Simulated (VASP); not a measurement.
# Relaxed cell of W (Tungsten) with and without spin-orbit coupling

Aim: relax W (Tungsten) with and without spin-orbit coupling. The starting structure is a measured crystal structure from the Crystallography Open Database. The first relaxation on each setting starts from this cell expanded by 3 % in volume.

Main program and level: VASP 6.6.1; Kohn-Sham DFT with plane waves and PAW; PBEsol and PBEsol + spin-orbit coupling.

### 1. The structure

The structure is cubic, space group Im-3m (No. 229). Conventional cell: a = 3.165 Å, b = 3.165 Å, c = 3.165 Å, α = 90.00°, β = 90.00°, γ = 90.00°. W has 8 W at 2.74 Å nearest.

### 2. Relaxation without spin-orbit coupling

This run starts from the cell of an earlier relaxation, which isn't shown; the restart sets up the plane waves anew.

Input file INCAR:

```
SYSTEM = W
PREC = Accurate
ENCUT = 450
EDIFF = 1E-06
NELM = 100
ISMEAR = 1
SIGMA = 0.15
LREAL = .FALSE.
ALGO = Normal
GGA = PS
NBANDS = 9
LASPH = .TRUE.
LORBIT = 11
LWAVE = .FALSE.
LCHARG = .FALSE.
KPAR = 8
IBRION = 2
NSW = 50
ISIF = 3
EDIFFG = -0.006
```

Input file POSCAR:

```
W
1.0
   -1.5713524849      1.5713524849      1.5713524849
    1.5713524849     -1.5713524849      1.5713524849
    1.5713524849      1.5713524849     -1.5713524849
W
1
Direct
    0.0000000000      0.0000000000      0.0000000000
```

Input file KPOINTS:

```
Automatic mesh
0
Gamma
16 16 16
0 0 0
```

The projector-augmented-wave data sets are W (PBE family, release 64).

Command:

```sh
$ mpirun -np 8 vasp_std
```

What it wrote:

```text
[banner, memory and clock lines left out]
running    8 mpi-ranks, on    1 nodes
 distrk:  each k-point on    1 cores,    8 groups
 distr:  one band on    1 cores,    1 groups

 POSCAR found type information on POSCAR W
 POSCAR found :  1 types and       1 ions
|                                                                             |
|           W    W    AA    RRRRR   N    N  II  N    N   GGGG   !!!           |
|           W    W   A  A   R    R  NN   N  II  NN   N  G    G  !!!           |
|           W    W  A    A  R    R  N N  N  II  N N  N  G       !!!           |
|           W WW W  AAAAAA  RRRRR   N  N N  II  N  N N  G  GGG   !            |
|           WW  WW  A    A  R   R   N   NN  II  N   NN  G    G                |
|           W    W  A    A  R    R  N    N  II  N    N   GGGG   !!!           |
|                                                                             |
|     For optimal performance we recommend to set                             |
|       NCORE = 2 up to number-of-cores-per-socket                            |
|     NCORE specifies how many cores store one orbital (NPAR=cpu/NCORE).      |
|     This setting can greatly improve the performance of VASP for DFT.       |
|     The default, NCORE=1 might be grossly inefficient on modern             |
|     multi-core architectures or massively parallel machines. Do your        |
|     Unfortunately you need to use the default for GW and RPA                |
|     calculations (for HF NCORE is supported but not extensively tested      |
|     yet).                                                                   |
|                                                                             |

|                                                                             |
|               ----> ADVICE to this user running VASP <----                  |
|                                                                             |
|     You enforced a specific xc type in the INCAR file but a different       |
|     [... a line on the potential file left out ...]
|     I HOPE YOU KNOW WHAT YOU ARE DOING!                                     |
|                                                                             |

 LDA part: xc-table for (Slater+PW92), standard interpolation
 POSCAR, INCAR and KPOINTS ok, starting setup
 FFT: planning ... GRIDC
 FFT: planning ... GRID_SOFT
 FFT: planning ... GRID
 WAVECAR not read
 entering main loop
       N       E                     dE             d eps       ncg     rms          rms(c)
DAV:   1     0.462191657917E+01    0.46219E+01   -0.26910E+03  2626   0.504E+02
DAV:   2    -0.142300082962E+02   -0.18852E+02   -0.18184E+02  3060   0.122E+02
DAV:   3    -0.146020291429E+02   -0.37202E+00   -0.37088E+00  3036   0.137E+01
DAV:   4    -0.146029600814E+02   -0.93094E-03   -0.93087E-03  3064   0.756E-01
DAV:   5    -0.146029626328E+02   -0.25513E-05   -0.25515E-05  2982   0.332E-02    0.220E+01
DAV:   6    -0.140925609782E+02    0.51040E+00   -0.37105E-01  2872   0.389E+00    0.109E+01
DAV:   7    -0.138924577697E+02    0.20010E+00   -0.45547E-01  2955   0.418E+00    0.337E-01
DAV:   8    -0.138912280155E+02    0.12298E-02   -0.25964E-03  2767   0.405E-01    0.241E-01
DAV:   9    -0.138905253146E+02    0.70270E-03   -0.50254E-04  3049   0.105E-01    0.818E-02
DAV:  10    -0.138905179133E+02    0.74012E-05   -0.62312E-05  3137   0.514E-02    0.122E-02
DAV:  11    -0.138905172180E+02    0.69530E-06   -0.71402E-07  1899   0.974E-03
   1 F= -.13890517E+02 E0= -.13890254E+02  d E =-.138905E+02
 curvature:   0.00 expect dE= 0.000E+00 dE for cont linesearch  0.000E+00
 trial: gam= 0.00000 g(F)=  0.660E-64 g(S)=  0.142E-05 ort = 0.000E+00 (trialstep = 0.100E+01)
 search vector abs. value=  0.142E-05
 reached required accuracy - stopping structural energy minimisation
```

The job ended after 2.8 s (8 MPI ranks of Intel Xeon 6975P-C (Granite Rapids), shared host; peak memory 1 GiB; 14 s of CPU time).

Lines that name or quote the potential files are left out of all logs, and their timing lines are given in words.

Parts of OUTCAR (step 2):

```text
ion  position               nearest neighbor table
   1  0.000  0.000  0.000-

  LATTYP: Found a body centered cubic cell.
 ALAT       =     3.1427049698

 Subroutine GETGRP returns: Found 48 space group operations
 (whereof 48 operations were pure point group operations)

The static configuration has the point symmetry O_h .

 Found    145 irreducible k-points:

   k-points           NKPTS =    145   k-points in BZ     NKDIM =    145   number of bands    NBANDS=      9

   dimension x,y,z NGX =    20 NGY =   20 NGZ =   20
   dimension x,y,z NGXF=    40 NGYF=   40 NGZF=   40

   ENCUT  =  450.0 eV  33.07 Ry    5.75 a.u.   4.71  4.71  4.71*2*pi/ulx,y,z

   NELECT =       6.0000    total number of electrons

 k-points in reciprocal lattice and weights: Automatic mesh
   0.00000000  0.00000000  0.00000000       0.000
   0.06250000  0.00000000  0.00000000       0.003
   0.12500000  0.00000000  0.00000000       0.003
   0.18750000  0.00000000  0.00000000       0.003
   0.25000000  0.00000000  0.00000000       0.003
   0.31250000  0.00000000  0.00000000       0.003
   0.37500000  0.00000000  0.00000000       0.003
   0.43750000  0.00000000  0.00000000       0.003
   0.50000000  0.00000000  0.00000000       0.001
[...]
0.50000000  0.50000000  0.43750000       0.003
   0.50000000  0.50000000  0.50000000       0.000

 average (electrostatic) potential at core
       1 -37.4204

 E-fermi :   7.9406

 k-point     1 :       0.0000    0.0000    0.0000
  band No.  band energies     occupation
      1      -1.8694      2.00000
      2       6.6080      2.00000
      3       6.6080      2.00000
      4       6.6080      2.00000
      5      10.1559     -0.00000
      6      10.1559     -0.00000
      7      23.2285      0.00000
      8      23.2285      0.00000
      9      23.2285      0.00000

 k-point     2 :       0.0625    0.0000    0.0000
  band No.  band energies     occupation
      1      -1.6802      2.00000
      2       6.4903      2.00000
      3       6.5824      2.00000
      4       6.7974      2.00000
      5       9.9703     -0.00000
      6      10.1590     -0.00000
      7      23.3931      0.00000
      8      23.5589      0.00000
      9      23.7022      0.00000

 k-point     3 :       0.1250    0.0000    0.0000
  band No.  band energies     occupation
      1      -1.1380      2.00000
      2       6.1716      2.00000
      3       6.4627      2.00000
      4       7.3579      2.00000
      5       9.6092     -0.00000
      6      10.1791     -0.00000
      7      23.7754      0.00000
      8      24.5124      0.00000
      9      24.8451      0.00000

  Total        0.0031341      0.0031341      0.0031341      0.0000000     -0.0000000     -0.0000000
  in kB        0.3235496      0.3235496      0.3235496      0.0000000     -0.0000000     -0.0000000
  external PRESSURE =       0.3235496 kB  Pullay stress =       0.0000000 kB

  energy-cutoff  :      450.00
  volume of cell :       15.52
      direct lattice vectors                 reciprocal lattice vectors
    -1.571352485  1.571352485  1.571352485     0.000000000  0.318197225  0.318197225
     1.571352485 -1.571352485  1.571352485     0.318197225  0.000000000  0.318197225
     1.571352485  1.571352485 -1.571352485     0.318197225  0.318197225  0.000000000

 POSITION                                       TOTAL-FORCE (eV/Angst)
 -----------------------------------------------------------------------------------
      0.00000      0.00000      0.00000        -0.000000      0.000000     -0.000000
 -----------------------------------------------------------------------------------
    total drift:                                0.000000      0.000000      0.000000

  FREE ENERGIE OF THE ION-ELECTRON SYSTEM (eV)
  ---------------------------------------------------
  free  energy   TOTEN  =       -13.8905172180 eV

  energy  without entropy=      -13.8897290503  energy(sigma->0) =      -13.89025450

 reached required accuracy - stopping structural energy minimisation

 total charge
# of ion       s       p       d       tot
------------------------------------------
    1        0.682   0.735   4.233   5.650

[... 3 further parts left out ...]
```

CONTCAR:

```
W
   1.00000000000000
    -1.5713524849000000    1.5713524849000000    1.5713524849000000
     1.5713524849000000   -1.5713524849000000    1.5713524849000000
     1.5713524849000000    1.5713524849000000   -1.5713524849000000
  W
     1
Direct
     0.0000000000000000    0.0000000000000000    0.0000000000000000
```

The PAW data sets were made with PBE, which is usual practice but a small mismatch for other functionals. The data set W keeps the semicore shell frozen, which is cheaper and a little less accurate. The run keeps the 48 symmetry operations of its start, so it cannot find a distortion of lower symmetry.

Without spin-orbit coupling the relaxed cell holds 15.520 Å³ an atom, with a = 3.143 Å.

### 3. Relaxation with spin-orbit coupling

Against step 2 the input has LNONCOLLINEAR = .TRUE., MAGMOM = 0 0 0, GGA_COMPAT = .FALSE. and LSORBIT = .TRUE. (also changed: NBANDS and LMAXMIX). This run starts from the cell of an earlier relaxation, which isn't shown; the restart sets up the plane waves anew.

INCAR, as its differences from that of step 2:

```diff
@@ -10,4 +10,9 @@
 GGA = PS
-NBANDS = 9
+LNONCOLLINEAR = .TRUE.
+MAGMOM = 0 0 0
+NBANDS = 18
+GGA_COMPAT = .FALSE.
 LASPH = .TRUE.
+LSORBIT = .TRUE.
+LMAXMIX = 4
 LORBIT = 11
```

Input file POSCAR:

```
W
1.0
   -1.5719193875      1.5719193875      1.5719193875
    1.5719193875     -1.5719193875      1.5719193875
    1.5719193875      1.5719193875     -1.5719193875
W
1
Direct
    0.0000000000      0.0000000000      0.0000000000
```

KPOINTS is that of step 2.

Command:

```sh
$ mpirun -np 8 vasp_ncl
```

What it wrote:

```text
[banner, memory and clock lines left out]
running    8 mpi-ranks, on    1 nodes
[...]
[... a notice as in an earlier step ...]

 [... a notice as in an earlier step ...]

 LDA part: xc-table for (Slater+PW92), standard interpolation
 POSCAR, INCAR and KPOINTS ok, starting setup
[...]
entering main loop
       N       E                     dE             d eps       ncg     rms          rms(c)
DAV:   1     0.126839572446E+02    0.12684E+02   -0.23552E+03  5228   0.518E+02
DAV:   2    -0.139752831905E+02   -0.26659E+02   -0.24227E+02  6042   0.158E+02
DAV:   3    -0.148102280009E+02   -0.83494E+00   -0.82046E+00  6400   0.225E+01
DAV:   4    -0.148137962897E+02   -0.35683E-02   -0.35667E-02  5854   0.159E+00
[...]
DAV:  10    -0.141121514499E+02    0.20091E-03   -0.18774E-04  5874   0.792E-02    0.292E-02
DAV:  11    -0.141121524979E+02   -0.10480E-05   -0.18387E-06  5980   0.117E-02    0.137E-02
DAV:  12    -0.141121526339E+02   -0.13599E-06   -0.71512E-07  4666   0.639E-03
   1 F= -.14112153E+02 E0= -.14111719E+02  d E =-.141122E+02  mag=    -0.0000     0.0000    -0.0000
[...]
reached required accuracy - stopping structural energy minimisation
```

Run time: 8 s. Hardware: 8 MPI ranks; peak memory 1.6 GiB; 48 s of CPU time.

From OUTCAR (step 3):

```text
  Total        0.0059964      0.0059964      0.0059964      0.0000000      0.0000000     -0.0000000
  in kB        0.6183742      0.6183742      0.6183742      0.0000000      0.0000000     -0.0000000
  external PRESSURE =       0.6183742 kB  Pullay stress =       0.0000000 kB

 POSITION                                       TOTAL-FORCE (eV/Angst)
 -----------------------------------------------------------------------------------
      0.00000      0.00000      0.00000         0.000000     -0.000000     -0.000000
 -----------------------------------------------------------------------------------
    total drift:                                0.000000     -0.000000     -0.000000

  FREE ENERGIE OF THE ION-ELECTRON SYSTEM (eV)
  ---------------------------------------------------
  free  energy   TOTEN  =       -14.1121526339 eV

  energy  without entropy=      -14.1108517429  energy(sigma->0) =      -14.11171900

 magnetization (x)
# of ion       s       p       d       tot
------------------------------------------
    1       -0.000   0.000   0.000  -0.000

 magnetization (y)
# of ion       s       p       d       tot
------------------------------------------
    1       -0.000   0.000   0.000  -0.000

 magnetization (z)
# of ion       s       p       d       tot
------------------------------------------
    1        0.000  -0.000  -0.000   0.000

[... 1 part as in an earlier step ...]

[... 3 further parts left out ...]
[key lines of the parts left out:]
E-fermi :   7.9434
```

With spin-orbit coupling the relaxed cell holds 15.536 Å³ an atom, with a = 3.144 Å.

### 4. Comparison

```tsv
run	volume (Å³/atom)	a (Å)	pressure left (GPa)	core minutes
without spin-orbit coupling	15.52	3.1427	0.032	1.36
with spin-orbit coupling	15.536	3.1438	0.062	4.8
```

Core minutes are wall time times ranks, summed over the relaxations behind a row (those for a bulk modulus apart), on shared hosts.

### 5. Outcome

```yaml
volume_without_spin_orbit_coupling: 15.520 Å³/atom
volume_with_spin_orbit_coupling: 15.536 Å³/atom
```

The run with spin-orbit coupling gives a volume +0.11 % from the one without. The relaxations stop with 0.032 and 0.062 GPa left; at a bulk modulus of 50 GPa, to name a scale, that difference alone shifts the volume by 0.06 %. The k mesh isn't tested here. GGA_COMPAT also differs between the two, which alone can make a change this small. Further runs on this material are not shown.

[Lines on the potential files, build, host, timing and source positions are cut from VASP's logs without a mark.]

[Logs are printed without paths, hosts, clocks, repeated set-up lines and the standing remarks that a program may print on its own settings, such as how far it seeks lower states.]

[Hosts, paths, dates, database ids (printed as entryN), source tags and the programs' standing remarks are cut or masked in the printed files.]
